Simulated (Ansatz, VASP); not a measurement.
# Fe3PO7 (Grattarolaite): VASP beside Ansatz, part 2 of 3

One calculation is typed for both programs; each brings its own data sets and cutoff. How far apart do they land?  The structure shown is the end of the VASP relaxation below.

VASP 6.6.1 and Ansatz 0.2.0.

So far: The starting structure; VASP: relaxation, PBEsol, DFT+U.

In doubt: warnings of the run leave room for a lower electronic state (step 3), so energies may not be the lowest and differences between runs may mislead.

**3. Ansatz: single point, PBEsol, DFT+U**

Level of this step: Ansatz beside VASP: Kohn-Sham DFT, plane waves, PBEsol, DFT+U (Ansatz).

Ansatz runs on its default PAW (the set named soft_2) files.

The same cell, functional, mesh and smearing now go to Ansatz, which takes its cutoff from its data sets.

input.yaml

```yaml
crystal:
  lattice:
    - [4.01313588, 2.31698508, 2.29500535]
    - [-4.01313588, 2.31698508, 2.29500535]
    - [0.0, -4.63397016, 2.29500535]
  atoms:
    - { symbol: Fe, position: [0.53971981, 0.15030957, 0.53971981], spin: 3.0 }
    - { symbol: Fe, position: [0.53971981, 0.53971981, 0.15030957], spin: 3.0 }
    - { symbol: Fe, position: [0.15030957, 0.53971981, 0.53971981], spin: 3.0 }
    - { symbol: P, position: [8.218e-05, 8.218e-05, 8.218e-05] }
    - { symbol: O, position: [0.23055456, 0.23055456, 0.23055456] }
    - { symbol: O, position: [0.38781487, 0.76734793, 0.38781487] }
    - { symbol: O, position: [0.38781487, 0.38781487, 0.76734793] }
    - { symbol: O, position: [0.76734793, 0.38781487, 0.38781487] }
    - { symbol: O, position: [0.83081621, 0.14720397, 0.83081621] }
    - { symbol: O, position: [0.83081621, 0.83081621, 0.14720397] }
    - { symbol: O, position: [0.14720397, 0.83081621, 0.83081621] }
hamiltonian:
  xc: pbesol
  pseudopotentials: { kind: paw }
  hubbard: { sites: [{ species: Fe, l: d, u_eff: 4.0 }] }
magnetization:
  spin_polarized: true
kpoints:
  mp_grid: { grid: [5, 5, 5] }
scf:
  occupations: { method: gaussian, width: 0.05 }
  n_extra_bands: 12
output:
  forces: true
  stress: true
  eigenvalues: true
```

On the command line:

```
ansatz run input.yaml --threads 4 --pin off --max-ram 9216MiB --backend cpu --events-out ev --progress --plain --runs-dir out
```

Numbers of over 12 decimals in the logs are rounded to 6 here.

Output:

```text
Warning: the band count 60 (scf.n_extra_bands) hosts the net moment |M| = 9.0000 μB (N_el = 95) but caps the reachable moment at 2·n_bands − N_el = 25.0000 μB, below the 63 bands that the automatic rule leaves for it — a moment growing past the seed, or the majority channel's smearing tail, pins there with fewer empty majority states than that count leaves; raise or omit scf.n_extra_bands unless the cap is intended
Fe: projections on atomic orbitals take those of the free atom [Ne] 3s2 3p6 3d6 4s2, of charge +0.00 (hamiltonian.pseudopotentials.projection_atoms); the dataset's partial waves leave at most 1.1e-6 of an orbital's norm unspanned inside its sphere
P: projections on atomic orbitals take those of the free atom [Ne] 3s2 3p3, of charge +0.00 (hamiltonian.pseudopotentials.projection_atoms); the dataset's partial waves leave at most 1.0e-7 of an orbital's norm unspanned inside its sphere
O: projections on atomic orbitals take those of the free atom [He] 2s2 2p4, of charge +0.00 (hamiltonian.pseudopotentials.projection_atoms); the dataset's partial waves leave at most 1.9e-8 of an orbital's norm unspanned inside its sphere
scf.n_extra_bands = 12 over 48 filled bands (N_el = 95.0): the run solves 60 bands
Engine: ansatz 0.2.0, aarch64-unknown-linux-gnu
Pseudopotentials: kind: paw
Pseudopotential: Fe, paw, valence charge 16, recommended cutoff 420 eV (normal), Fe.paw.azcp
Pseudopotential: P, paw, valence charge 5, recommended cutoff 420 eV (normal), P.paw.azcp
Pseudopotential: O, paw, valence charge 6, recommended cutoff 420 eV (normal), O.paw.azcp
Functional definition: PBEsol
  exchange = pbesol_x
  correlation = pbesol_c
Crystal: 11 atoms, lattice volume = 128.039 Å³
Basis set: ecut = 420 eV, 2509 PW (Γ), exchange–correlation on 72×72×72 points (8 copies of the dense FFT grid, shifted against one another)
Bands: 60, of which v1, the nominal top of the filled ones, is band 48 counted from 1 (47 counted from 0)
Symmetry: 6 space group operations
Space group: R3m (ITA 160), of the structure as read, at distance tolerance 5.0e-5 Å
Magnetic group: BNS 160.65 (UNI 1295), of the structure as read, at distance tolerance 5.0e-5 Å
k-points: 19 of 125 (time reversal used)
Non-local potential: Fe, projectors of the file, l = 0: 3, l = 1: 2, l = 2: 3, l = 3: 1
Non-local potential: P, projectors of the file, l = 0: 2, l = 1: 2, l = 2: 2
Non-local potential: O, projectors of the file, l = 0: 2, l = 1: 2, l = 2: 1
PAW form: soft (Blöchl's): semilocal exchange-correlation on the pseudo side does not see the compensation charge
PAW frozen core: Fe, regenerated for the run's functional, and the local potential with it (the file was generated under x = pbe(κ = 0.804, μ = 0.219515), c = pbe(β = 0.066725))
PAW frozen core: P, regenerated for the run's functional, and the local potential with it (the file was generated under x = pbe(κ = 0.804, μ = 0.219515), c = pbe(β = 0.066725))
PAW frozen core: O, regenerated for the run's functional, and the local potential with it (the file was generated under x = pbe(κ = 0.804, μ = 0.219515), c = pbe(β = 0.066725))
PAW one-centre angular grid: Fe, 590 points (default); XC on 64 Gauss nodes
PAW one-centre angular grid: P, 110 points (default); XC on 64 Gauss nodes
PAW one-centre angular grid: O, 110 points (default); XC on 64 Gauss nodes
Initial density: superposition of atomic densities (chi_scale 0.1, normalization cell, long waves kept (reshape's long-wave potential 0.18 eV rms))
Starting moments: Σ|m| = 9 μB on 3 of 11 sites
Initial wavefunctions: pseudopotential atomic-orbital guess
Functional: x = pbesol(κ = 0.804, μ = 0.123457), c = pbesol(β = 0.046)
SCF iter   1: F=—  HF=-18014.588768 eV  |F-HF|=—  |Δ(HF+E_count)|=         —  Δρ=2.46e-1 (↑1.30e-1 ↓2.46e-1)  dr2=2.15e2  dr2_m=5.01e0  M=6.592 μB ∫|m|=6.821 μB  β_m=0.30  ethr=3.10e-3  ⟨swp⟩=7.2  Hψ=9302  notcnv=0  defer=6
preconditioner: auto → Kerker (q_TF=auto, 2.596 Å⁻¹)  [metal: Δε(μ)=0.009 eV  Ē_g=10.760 eV  σ=0.050 eV  W_gap=0.10  n_scr=42 (ndim 8)  ℏωp=27.7 eV  f_vac=0.031  D(μ)=12.43/eV (n_scr^D=176)]
spin=Collinear: Kerker preconditioning applied to the charge; magnetization (m = ρ↑ − ρ↓) channel mixes plain (no charge-response kernel on spin).
SCF iter   2: F=—  HF=-18008.918725 eV  |F-HF|=—  |Δ(HF+E_count)|=    5.67e0  Δρ=1.95e-1 (↑9.33e-2 ↓1.95e-1)  dr2=3.50e1  dr2_m=1.64e1  M=15.000 μB ∫|m|=15.000 μB  β_m=1.00  ethr=3.10e-3  ⟨swp⟩=4.1  Hψ=5708  notcnv=0  defer=149
preconditioner: auto → Resta (q_TF=auto, 2.596 Å⁻¹)  ε∞=6.3  [insulator: Δε(μ)=0.617 eV  Ē_g=12.018 eV  σ=0.050 eV  W_gap=1.00  n_scr=42 (ndim 8)  ℏωp=27.7 eV  f_vac=0.021  D(μ)=0.00/eV (n_scr^D=0)  ε∞_Penn≈6.3]
spin=Collinear: Resta preconditioning applied to the charge; magnetization (m = ρ↑ − ρ↓) channel mixes plain (no charge-response kernel on spin).
SCF iter   3: F=—  HF=-18002.737373 eV  |F-HF|=—  |Δ(HF+E_count)|=    6.18e0  Δρ=5.91e-2 (↑5.48e-2 ↓5.91e-2)  dr2=1.28e1  dr2_m=5.06e-2  M=15.000 μB ∫|m|=15.001 μB  β_m=1.00  ethr=3.10e-3  ⟨swp⟩=3.7  Hψ=5196  notcnv=0  defer=109
[...]
SCF iter  11: F=—  HF=-18006.323363 eV  |F-HF|=—  |Δ(HF+E_count)|=   2.49e-2  Δρ=3.31e-4 (↑2.99e-4 ↓3.31e-4)  dr2=8.91e-5  dr2_m=7.26e-5  M=15.000 μB ∫|m|=15.006 μB  β_m=1.00  ethr=1.14e-6  ⟨swp⟩=2.0  Hψ=4263  notcnv=0  defer=109
SCF iter  12: F=—  HF=-18006.336603 eV  |F-HF|=—  |Δ(HF+E_count)|=   1.32e-2  Δρ=3.54e-4 (↑1.57e-4 ↓3.54e-4)  dr2=1.71e-4  dr2_m=5.06e-5  M=15.000 μB ∫|m|=15.006 μB  β_m=0.30  ethr=9.38e-8  ⟨swp⟩=2.7  Hψ=4241  notcnv=0  defer=109
Mixer restart at iter 12: flushing history
spin-set hold released at iteration 12 (settled: charge residual and site-moment steps within their bounds): the magnetisation degrees of freedom join the quasi-Newton model from the next iteration; the mixer history was flushed
SCF iter  13: F=—  HF=-18006.343677 eV  |F-HF|=—  |Δ(HF+E_count)|=   7.07e-3  Δρ=3.92e-4 (↑1.95e-4 ↓3.92e-4)  dr2=1.70e-4  dr2_m=8.45e-5  M=15.000 μB ∫|m|=15.006 μB  β_m=0.65  ethr=9.38e-8  ⟨swp⟩=2.0  Hψ=4104  notcnv=0  defer=109
SCF iter  14: F=—  HF=-18006.351088 eV  |F-HF|=—  |Δ(HF+E_count)|=   7.41e-3  Δρ=1.50e-4 (↑1.49e-4 ↓1.50e-4)  dr2=4.12e-5  dr2_m=1.80e-5  M=15.000 μB ∫|m|=15.006 μB  β_m=0.78  ethr=9.38e-8  ⟨swp⟩=3.3  Hψ=5516  notcnv=0  defer=109
SCF iter  15: F=—  HF=-18006.351095 eV  |F-HF|=—  |Δ(HF+E_count)|=   7.45e-6  Δρ=3.87e-5 (↑3.87e-5 ↓3.43e-5)  dr2=7.55e-6  dr2_m=2.81e-7  M=15.000 μB ∫|m|=15.006 μB  β_m=0.83  ethr=4.34e-8  ⟨swp⟩=2.0  Hψ=3552  notcnv=0  defer=109
SCF iter  16: F=—  HF=-18006.351096 eV  |F-HF|=—  |Δ(HF+E_count)|=   1.03e-6  Δρ=6.58e-5 (↑2.43e-5 ↓6.58e-5)  dr2=7.45e-6  dr2_m=7.02e-7  M=15.000 μB ∫|m|=15.006 μB  β_m=0.78  ethr=7.95e-9  ⟨swp⟩=2.0  Hψ=3498  notcnv=0  defer=109
SCF iter  17: F=—  HF=-18006.351095 eV  |F-HF|=—  |Δ(HF+E_count)|=   8.91e-7  Δρ=1.30e-5 (↑1.13e-5 ↓1.30e-5)  dr2=5.95e-7  dr2_m=2.56e-8  M=15.000 μB ∫|m|=15.006 μB  β_m=0.83  ethr=7.84e-9  ⟨swp⟩=2.2  Hψ=3460  notcnv=0  defer=109
SCF iter  18: F=—  HF=-18006.351095 eV  |F-HF|=—  |Δ(HF+E_count)|=   1.36e-8  Δρ=9.07e-6 (↑7.58e-6 ↓9.07e-6)  dr2=2.95e-7  dr2_m=8.19e-9  M=15.000 μB ∫|m|=15.006 μB  β_m=0.73  ethr=6.26e-10  ⟨swp⟩=2.1  Hψ=3785  notcnv=0  defer=109
SCF iter  19: F=-18006.351095 eV  HF=-18006.351095 eV  |F-HF|=6.51e-9  |Δ(HF+E_count)|=   3.45e-8  Δρ=2.35e-6 (↑1.63e-6 ↓2.35e-6)  dr2=2.35e-8  dr2_m=7.57e-10  M=15.000 μB ∫|m|=15.006 μB  ethr=1.05e-10  ⟨swp⟩=13.7  Hψ=11374  notcnv=0
SCF 1 converged in 19 iterations: F = -18006.351095 eV  dr2 = 2.35e-8
  greatest PAW one-centre occupation: 1.002 electrons in one spin orbital (limit 2), on the Fe atom at site 0 (counted from 0), in its partial waves of l = 1
WARN: an SCF from ferrimagnetic starting moments (-4.19, 4.19, 4.19, 0.00, 0.00, 0.00, 0.00, 0.00, 0.00, 0.00, 0.00 Bohr magnetons, atom by atom) was not made, by what the run has read of turns of its moments that order reads lower: the deck asks for what bars it, or types moments that do (magnetization.spin_polarized, in the input reference, names some of the keys), or the run goes by scf.lower_state_search: light, the default, which as a rule tries one only behind a close that has lost an order of both signs, or on which an open d or half-filled 4f shell of a PAW file has lost a moment that was set nearer to Hund's than to what is left; [rest of the remark cut]
SCF converged after 19 iterations
Magnetization: 15.0000 μB (55.0000 up, 40.0000 down)
Absolute magnetization: 15.0064 μB (∫|ρ↑−ρ↓|, with the PAW one-centre terms)
Spin contamination: 0.0117 ħ² per cell (⟨S²⟩ above its minimum at these occupations)
Per-site moments (μB) at R_I (Å): [(3.844681, 0.785367), (3.844681, 0.785367), (3.844681, 0.785367), (0.016687, 0.631343), (0.153961, 0.654557), (0.379794, 0.785988), (0.379794, 0.785988), (0.379794, 0.785988), (0.111172, 0.631343), (0.111172, 0.631343), (0.111172, 0.631343)]
Free energy (F): -18006.351095 eV
Harris-Foulkes:  -18006.351095 eV  (|F-HF|=6.51e-9)
Internal energy: -18006.351095 eV  (E = F + TS)
E sigma→0 (E₀):  -18006.351095 eV
Fermi energy:    7.796463 eV
--- Per-component energies (eV) ---
  E_band       = -1332.225663
  E_kinetic    = 2309.158537
  E_local      = -12065.420750  (includes V_loc(G=0)·N_el)
  E_nonlocal   = 1048.705794
  E_hartree    = 4849.397036
  E_xc         = -911.110564
  E_vxc        = -1154.411495  (∫ρ·V_xc dr)
  E_hubbard    = 4.115584  (on-site DFT+U / exact-exchange correction)
  E_vhub       = -26.496454  (the Hubbard potential's part of the band-sum identity)
  E_paw        = -5625.906782  (= ΣΔE_a)
  E_vpaw       = -1142.583538  (= ΣTr[D̂ρ^β])
  E_aug_tail   = 0.021113  (compensation charges beyond the density's cutoff)
  E_ewald      = -7616.141779
  E_core_change = 0.830716  (= ΣΔE_core)
  E_smearing   = -0.000000  (= −TS)
  E_closure    = -0.000000  (closes the sum)
  Σ components = -18006.351095   (vs F -18006.351095, Δ=0.00e0)
--- Forces (eV/Å), atoms counted from 1 ---
  atom   1  Fe     0.04156763    -0.02399908    -0.05583830
  atom   2  Fe     0.00000000     0.04799817    -0.05583830
  atom   3  Fe    -0.04156763    -0.02399908    -0.05583830
  atom   4  P      0.00000000    -0.00000000     0.01490423
  atom   5  O      0.00000000     0.00000000    -0.17864209
  atom   6  O     -0.03850579     0.02223133    -0.05234167
  atom   7  O      0.00000000    -0.04446265    -0.05234167
  atom   8  O      0.03850579     0.02223133    -0.05234167
  atom   9  O      0.12848335    -0.07417989     0.16279652
  atom  10  O      0.00000000     0.14835979     0.16279652
  atom  11  O     -0.12848335    -0.07417989     0.16279652
  max |Σ_I F_I| component: 1.12e-4 eV/Å
--- Stress (GPa, compression-positive) ---
        2.257556       0.000000       0.000000
       -0.000000       2.257556       0.000000
        0.000000       0.000000       2.416218
  P = ⅓ Tr σ = 2.3104 GPa (23.104 kbar)
--- Band table (eV; the first three rows and the last of 38) ---
  k-point 0 ↑: bands = [... 44 lower, 4.6744, 5.3098, 5.3098, 5.4029, 5.4029, 6.1017, 6.1017, 6.4369, ... 8 higher]
  k-point 1 ↑: bands = [... 44 lower, 4.6740, 4.9442, 5.1545, 5.5394, 5.5711, 6.1796, 6.3364, 6.4374, ... 8 higher]
  k-point 2 ↑: bands = [... 44 lower, 4.6708, 4.9626, 5.0505, 5.6271, 5.6597, 6.0176, 6.1539, 6.4707, ... 8 higher]
  k-point 18 ↓: bands = [... 44 lower, 9.1009, 9.2258, 9.4850, 9.6711, 9.7324, 9.8525, 9.8759, 10.0529, ... 8 higher]
Occupation matrices written to <dir>
```

It took 17 s on 4 threads of Arm Neoverse V2, shared host; peak memory 0.64 GiB; 64 s of CPU time.

The run ends at a pressure of 2.31 GPa, with forces up to 0.22 eV/Å.

**4. Differences**

Known differences besides the PAW data sets themselves: U acts on the PAW sphere in VASP and on atomic orbitals in Ansatz, so only states and trends compare; the data sets hold 95 valence electrons in Ansatz (default PAW (the set named soft_2) files) and 71 in VASP; the cutoff is 420 eV in Ansatz and 520 eV in VASP; Ansatz makes its cores anew for this functional, VASP keeps those of its PBE data sets; site moments are counted in spheres of each program's own size. Total energies have different zeros and are not compared.

The two programs side by side:

| quantity | Ansatz | VASP | difference |
| --- | --- | --- | --- |
| pressure (GPa) | 2.31 | 0.03 | +2.28 |
| gap on the k mesh (eV) | 1.654 | 1.788 | -0.134 |
| total moment (μB) | 15.00 | 15.00 | 0.00 |
| moment on Fe1 (μB) | 3.85 | 4.33 | -0.48 |
| moment on Fe2 (μB) | 3.85 | 4.33 | -0.48 |
| moment on Fe3 (μB) | 3.85 | 4.33 | -0.48 |
| moment on O6 (μB) | 0.38 | 0.36 | +0.02 |
| moment on O8 (μB) | 0.38 | 0.36 | +0.02 |
| moment on O7 (μB) | 0.38 | 0.36 | +0.02 |
| moment on O5 (μB) | 0.15 | 0.16 | 0.00 |
| moment on O9 (μB) | 0.11 | 0.12 | -0.01 |

At this near-relaxed geometry the largest component of a force difference is 187 meV/Å. Ansatz's pressure holds a Pulay correction of 0.73 GPa; VASP's holds none.

**5. VASP: zone-centre phonons, PBEsol, DFT+U**

Second derivatives magnify differences that forces hide, and they need a tight electronic threshold.

INCAR

```
SYSTEM = Fe3PO7
PREC = Accurate
ENCUT = 520
EDIFF = 1E-08
NELM = 100
ISMEAR = 0
SIGMA = 0.05
LREAL = .FALSE.
ALGO = Normal
GGA = PS
NBANDS = 61
ISPIN = 2
MAGMOM = 4.325 4.325 4.325 0.031 0.158 0.359 0.359 0.359 0.122 0.122 0.122
LDAU = .TRUE.
LDAUTYPE = 2
LDAUL = 2 -1 -1
LDAUU = 4 0 0
LDAUJ = 0 0 0
LDAUPRINT = 1
LASPH = .TRUE.
LMAXMIX = 4
LORBIT = 11
LWAVE = .FALSE.
LCHARG = .FALSE.
KPAR = 8
IBRION = 6
NFREE = 2
POTIM = 0.015
ISIF = 2
NSW = 1
```

POSCAR

```
Fe3PO7
1.0
    4.0131358779      2.3169850794      2.2950053484
   -4.0131358779      2.3169850794      2.2950053484
    0.0000000000     -4.6339701588      2.2950053484
Fe P O
3 1 7
Direct
    0.5397198143      0.1503095739      0.5397198143
    0.5397198143      0.5397198143      0.1503095739
    0.1503095739      0.5397198143      0.5397198143
    0.0000821785      0.0000821785      0.0000821785
    0.2305545627      0.2305545627      0.2305545627
    0.3878148672      0.7673479303      0.3878148672
    0.3878148672      0.3878148672      0.7673479303
    0.7673479303      0.3878148672      0.3878148672
    0.8308162105      0.1472039706      0.8308162105
    0.8308162105      0.8308162105      0.1472039706
    0.1472039706      0.8308162105      0.8308162105
```

KPOINTS

```
Automatic mesh
0
Gamma
5 5 5
0 0 0
```

Potentials, in the order of the species: Fe, P and O (PBE family, release 64).

On the command line:

```
mpirun -np 8 vasp_std
```

Output:

```text
[banner, memory and clock lines left out]
running    8 mpi-ranks, on    1 nodes
[...]
[... a notice as in an earlier step ...]

 [... a notice as in an earlier step ...]

 LDA part: xc-table for (Slater+PW92), standard interpolation
 POSCAR, INCAR and KPOINTS ok, starting setup
[...]
entering main loop
       N       E                     dE             d eps       ncg     rms          rms(c)
DAV:   1     0.821408620966E+03    0.82141E+03   -0.31144E+04  4636   0.126E+03
DAV:   2     0.295347437744E+02   -0.79187E+03   -0.69670E+03  4796   0.358E+02
DAV:   3    -0.970411426142E+02   -0.12658E+03   -0.12171E+03  5355   0.161E+02
DAV:   4    -0.102220596457E+03   -0.51795E+01   -0.51341E+01  5635   0.354E+01
[...]
DAV:  19    -0.806106615001E+02    0.33091E-07   -0.60393E-08  5355   0.139E-03    0.107E-03
DAV:  20    -0.806106614662E+02    0.33943E-07   -0.12480E-08  3683   0.137E-03    0.348E-04
DAV:  21    -0.806106614570E+02    0.91895E-08   -0.96186E-09  3584   0.741E-04
   1 F= -.80610661E+02 E0= -.80610661E+02  d E =-.402357E-13  mag=    15.0000
[... from here on, the cycles between the ionic steps are left out ...]
  14 F= -.80609245E+02 E0= -.80609245E+02  d E =-.296089E-13  mag=    15.0000
  15 F= -.80609361E+02 E0= -.80609361E+02  d E =-.714142E-13  mag=    15.0000
  16 F= -.80609012E+02 E0= -.80609012E+02  d E =-.510103E-13  mag=    15.0000
  17 F= -.80609330E+02 E0= -.80609330E+02  d E =-.548794E-13  mag=    15.0000
  18 F= -.80606812E+02 E0= -.80606812E+02  d E =-.475735E-13  mag=    15.0000
  19 F= -.80607136E+02 E0= -.80607136E+02  d E =-.137344E-12  mag=    15.0000
  20 F= -.80609203E+02 E0= -.80609203E+02  d E =-.123670E-12  mag=    15.0000
  21 F= -.80609249E+02 E0= -.80609249E+02  d E =-.153575E-13  mag=    15.0000
 Finite differences progress:
  Degree of freedom:  10/ 10
  Displacement:        2/  2
  Total:              20/ 20
```

From OUTCAR (step 5):

```text
 magnetization (x)
# of ion       s       p       d       tot
------------------------------------------
    1        0.027   0.066   4.232   4.325
    2        0.027   0.066   4.232   4.325
    3        0.027   0.066   4.232   4.325
    4        0.009   0.022   0.000   0.031
    5        0.016   0.141   0.000   0.157
    6        0.017   0.342   0.000   0.359
    7        0.017   0.342   0.000   0.359
    8        0.017   0.342   0.000   0.359
    9        0.011   0.111   0.000   0.122
   10        0.011   0.111   0.000   0.122
   11        0.011   0.111   0.000   0.122
--------------------------------------------------
tot          0.190   1.719  12.696  14.605

[... 1 further part left out ...]
```

**6. Ansatz: zone-centre phonons, PBEsol, DFT+U**

The same cell, functional, mesh and smearing now go to Ansatz, which takes its cutoff from its data sets.

The cell comes out of the VASP series on this material, whose earlier steps may have relaxed, scaled or displaced it; both programs get it as it stands.

input.yaml

```yaml
crystal:
  lattice:
    - [4.0131358779, 2.3169850794, 2.2950053484]
    - [-4.0131358779, 2.3169850794, 2.2950053484]
    - [0.0, -4.6339701588, 2.2950053484]
  atoms:
    - { symbol: Fe, position: [0.5397198143, 0.1503095739, 0.5397198143], spin: 4.325 }
    - { symbol: Fe, position: [0.5397198143, 0.5397198143, 0.1503095739], spin: 4.325 }
    - { symbol: Fe, position: [0.1503095739, 0.5397198143, 0.5397198143], spin: 4.325 }
    - { symbol: P, position: [8.21785e-05, 8.21785e-05, 8.21785e-05], spin: 0.031 }
    - { symbol: O, position: [0.2305545627, 0.2305545627, 0.2305545627], spin: 0.158 }
    - { symbol: O, position: [0.3878148672, 0.7673479303, 0.3878148672], spin: 0.359 }
    - { symbol: O, position: [0.3878148672, 0.3878148672, 0.7673479303], spin: 0.359 }
    - { symbol: O, position: [0.7673479303, 0.3878148672, 0.3878148672], spin: 0.359 }
    - { symbol: O, position: [0.8308162105, 0.1472039706, 0.8308162105], spin: 0.122 }
    - { symbol: O, position: [0.8308162105, 0.8308162105, 0.1472039706], spin: 0.122 }
    - { symbol: O, position: [0.1472039706, 0.8308162105, 0.8308162105], spin: 0.122 }
hamiltonian:
  xc: pbesol
  pseudopotentials: { kind: paw }
  hubbard: { sites: [{ species: Fe, l: d, u_eff: 4.0 }] }
magnetization:
  spin_polarized: true
kpoints:
  mp_grid: { grid: [5, 5, 5] }
scf:
  occupations: { method: gaussian, width: 0.05 }
phonons:
  method: dfpt
  qpoints: [[0, 0, 0]]
```

On the command line:

```
ansatz run input.yaml --threads 4 --pin off --max-ram 9216MiB --backend cpu --events-out ev --progress --plain --runs-dir out
```

Output:

```text
Warning: where an SCF of this run starts from atoms to list the orders of its open shells, Fe (sites 0, 1, 2, from 0) starts with 4.00 μB on its 3d shell, in the place of the 4.33 μB that the deck gives it: its open shells can hold no more by Hund's first rule. To start from spheres of the given moment, type scf.initial_density.shell_occupations: []
[...]
q = [0, 0, 0] (of the zone-centre solve; hermiticity 1.11e-7, symmetrization 9.38e-12): -0.00 -0.00 -0.00 21.29 118.93 118.93 168.88 168.88 212.26 212.92 219.76 219.76 277.13 319.06 319.06 347.55 364.65 364.65 370.99 370.99 510.70 520.57 552.04 552.04 564.62 564.62 601.25 650.60 650.60 882.81 1020.58 1051.16 1051.16
  sum rule: each row above includes the acoustic sum rule's correction from the zone centre's row sums; it moved no ω² by more than (0.81 cm⁻¹)²
[key lines of the parts left out:]
SCF converged after 8 iterations
Magnetization: 15.0000 μB (55.0000 up, 40.0000 down)
Free energy (F): -18006.351095 eV
Fermi energy:    7.796423 eV
```

It took 5.3 min on 4 threads; peak memory 4.1 GiB.

[end of part 2 of 3]

[Lines on the potential files, build, host, timing and source positions are cut from VASP's logs without a mark.]

[Logs are printed without paths, hosts, clocks, repeated set-up lines and the standing remarks that a program may print on its own settings, such as how far it seeks lower states.]

[Hosts, paths, dates, database ids (printed as entryN), source tags and the programs' standing remarks are cut or masked in the printed files.]
